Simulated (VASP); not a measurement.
# Band gap of NaCl (Halite): cutoff, mesh and cell, part 2 of 2

How far does the LDA gap of NaCl (Halite) depend on cutoff, mesh and cell? The starting structure is a measured crystal structure from the Crystallography Open Database. Cell and atoms stay as given unless a step says otherwise.

VASP 6.6.1.

Results so far: reference 4.696 eV; cell and atoms relaxed by LDA 5.089 eV; no band path 4.695 eV.

### Step 5. Bands with a cutoff of 500 eV (continued)

Level of this step: LDA; plane waves and PAW (Cl, Na_pv) (VASP).

OUTCAR, selected parts (step 5):

```text
  Total       -0.6958847     -0.6958847     -0.6958847     -0.0000000     -0.0000000      0.0000000
  in kB      -24.8508468    -24.8508468    -24.8508468     -0.0000000     -0.0000000      0.0000000
  external PRESSURE =     -24.8508468 kB  Pullay stress =       0.0000000 kB

 POSITION                                       TOTAL-FORCE (eV/Angst)
 -----------------------------------------------------------------------------------
      2.82028      2.82028      2.82028        -0.000000     -0.000000     -0.000000
      0.00000      0.00000      0.00000         0.000000      0.000000      0.000000
 -----------------------------------------------------------------------------------
    total drift:                               -0.000000      0.000000      0.000000

  FREE ENERGIE OF THE ION-ELECTRON SYSTEM (eV)
  ---------------------------------------------------
  free  energy   TOTEN  =        -7.3559104813 eV

  energy  without entropy=       -7.3559104813  energy(sigma->0) =       -7.35591048

[... 1 part as in an earlier step ...]

[... 2 further parts left out ...]
[key lines of the parts left out:]
E-fermi :  -0.7343
```

With a cutoff of 500 eV the gap is 4.697 eV, +0.002 eV from the reference.

### Step 6. Bands with a 10×10×10 mesh

Against step 2 the input has a 10×10×10 mesh.

Input file INCAR:

```
SYSTEM = NaCl
PREC = Accurate
ENCUT = 350
EDIFF = 1E-06
NELM = 100
ISMEAR = 0
SIGMA = 0.03
LREAL = .FALSE.
ALGO = Normal
GGA = CA
NBANDS = 19
LORBIT = 11
LWAVE = .FALSE.
LCHARG = .FALSE.
KPAR = 4
```

Input file POSCAR:

```
NaCl
1.0
    0.0000000000      2.8202800000      2.8202800000
    2.8202800000      0.0000000000      2.8202800000
    2.8202800000      2.8202800000      0.0000000000
Cl Na
1 1
Direct
    0.5000000000      0.5000000000      0.5000000000
    0.0000000000      0.0000000000      0.0000000000
```

Input file KPOINTS:

```
Automatic mesh
0
Gamma
10 10 10
0 0 0
```

Input file KPOINTS_OPT:

```
Line mode
10
Line-mode
Reciprocal
  0.00000000   0.00000000   0.00000000 GAMMA
  0.50000000   0.00000000   0.50000000 X

  0.50000000   0.00000000   0.50000000 X
  0.50000000   0.25000000   0.75000000 W

  0.50000000   0.25000000   0.75000000 W
  0.37500000   0.37500000   0.75000000 K

  0.37500000   0.37500000   0.75000000 K
  0.00000000   0.00000000   0.00000000 GAMMA

  0.00000000   0.00000000   0.00000000 GAMMA
  0.50000000   0.50000000   0.50000000 L

  0.50000000   0.50000000   0.50000000 L
  0.62500000   0.25000000   0.62500000 U

  0.62500000   0.25000000   0.62500000 U
  0.50000000   0.25000000   0.75000000 W

  0.50000000   0.25000000   0.75000000 W
  0.50000000   0.50000000   0.50000000 L

  0.50000000   0.50000000   0.50000000 L
  0.37500000   0.37500000   0.75000000 K

  0.62500000   0.25000000   0.62500000 U
  0.50000000   0.00000000   0.50000000 X
```

PAW data sets: Cl and Na_pv (LDA family, release 64).

Command:

```
mpirun -np 4 vasp_std
```

The log of the run:

```text
[... set-up lines as in an earlier step ...]
 entering main loop
       N       E                     dE             d eps       ncg     rms          rms(c)
DAV:   1     0.900324808606E+02    0.90032E+02   -0.52351E+03  1843   0.550E+02
DAV:   2    -0.156506785026E+01   -0.91598E+02   -0.85069E+02  2080   0.190E+02
DAV:   3    -0.748588954455E+01   -0.59208E+01   -0.58791E+01  2223   0.482E+01
DAV:   4    -0.755497612953E+01   -0.69087E-01   -0.69054E-01  2137   0.545E+00
[...]
DAV:  10    -0.735568725966E+01    0.23241E-04   -0.14632E-04  2251   0.670E-02    0.265E-02
DAV:  11    -0.735568559227E+01    0.16674E-05   -0.65503E-06  2084   0.184E-02    0.330E-03
DAV:  12    -0.735568564630E+01   -0.54028E-07   -0.15799E-07  1205   0.283E-03
   1 F= -.73556856E+01 E0= -.73556856E+01  d E =-.156464E-25
 Start KPOINTS_OPT (optional k-point list driver)
k-point batch [1-47\100]
       N       E                     dE             ncg
DAV:   1    -0.350909602815E+04   -0.16962E+05     1819
DAV:   2    -0.757190183593E+04   -0.40628E+04     2042
DAV:   3    -0.784610913387E+04   -0.27421E+03     2182
DAV:   4    -0.784916937629E+04   -0.30602E+01     2159
DAV:   5    -0.784921080470E+04   -0.41428E-01     2118
DAV:   6    -0.784921171345E+04   -0.90875E-03     2161
DAV:   7    -0.784921173745E+04   -0.24000E-04     2182
DAV:   8    -0.784921173804E+04   -0.58907E-06     1670
[...]
k-point batch [95-100\100]
       N       E                     dE             ncg
DAV:   1     0.161353902251E+05   -0.29468E+04      247
DAV:   2     0.156387308643E+05   -0.49666E+03      260
DAV:   3     0.156063525058E+05   -0.32378E+02      295
DAV:   4     0.156059867801E+05   -0.36573E+00      272
DAV:   5     0.156059813826E+05   -0.53975E-02      279
DAV:   6     0.156059812443E+05   -0.13834E-03      288
DAV:   7     0.156059812400E+05   -0.43347E-05      271
DAV:   8     0.156059812398E+05   -0.12363E-06      184
```

Elapsed: 12 s, on 4 MPI ranks of AMD EPYC 7R43, shared host; peak memory 0.43 GiB.

OUTCAR, selected parts (step 6):

```text
  Total       -0.7013628     -0.7013628     -0.7013628     -0.0000000      0.0000000      0.0000000
  in kB      -25.0464756    -25.0464756    -25.0464756     -0.0000000      0.0000000      0.0000000
  external PRESSURE =     -25.0464756 kB  Pullay stress =       0.0000000 kB

 POSITION                                       TOTAL-FORCE (eV/Angst)
 -----------------------------------------------------------------------------------
      2.82028      2.82028      2.82028        -0.000000     -0.000000     -0.000000
      0.00000      0.00000      0.00000         0.000000      0.000000      0.000000
 -----------------------------------------------------------------------------------
    total drift:                                0.000000     -0.000000     -0.000000

  FREE ENERGIE OF THE ION-ELECTRON SYSTEM (eV)
  ---------------------------------------------------
  free  energy   TOTEN  =        -7.3556856463 eV

  energy  without entropy=       -7.3556856463  energy(sigma->0) =       -7.35568565

[... 1 part as in an earlier step ...]

[... 2 further parts left out ...]
[key lines of the parts left out:]
E-fermi :  -0.7399
```

With a 10×10×10 mesh the gap is 4.696 eV, +0.000 eV from the reference.

### Step 7. Comparison

| run | gap (eV) | change (eV) | core minutes |
| --- | --- | --- | --- |
| reference | 4.696 | - | 0.787 |
| cell and atoms relaxed by LDA | 5.089 | 0.394 | 0.76 |
| no band path | 4.695 | 0.0 | 0.173 |
| a cutoff of 500 eV | 4.697 | 0.002 | 1.6 |
| a 10×10×10 mesh | 4.696 | 0.0 | 0.773 |

Core minutes are wall time times ranks of the run shown, on a shared host.

### Step 8. What came out

| Quantity | Value |
| --- | --- |
| reference gap | 4.696 eV |
| gap with cell and atoms relaxed by LDA | 5.089 eV |
| gap with no band path | 4.695 eV |
| gap with a cutoff of 500 eV | 4.697 eV |
| gap with a 10×10×10 mesh | 4.696 eV |

What this shows: Among the runs that read a gap along the path, the one with cell and atoms relaxed by LDA moves it most, by +0.394 eV. On finer settings it changes by +0.002 eV with a cutoff of 500 eV and +0.000 eV with a 10×10×10 mesh. The functional's own error isn't tested here. Further runs on this material are not shown.

[Lines on the potential files, build, host, timing and source positions are cut from VASP's logs without a mark.]

[Logs are printed without paths, hosts, clocks, repeated set-up lines and the standing remarks that a program may print on its own settings, such as how far it seeks lower states.]

[Hosts, paths, dates, database ids (printed as entryN), source tags and the programs' standing remarks are cut or masked in the printed files.]
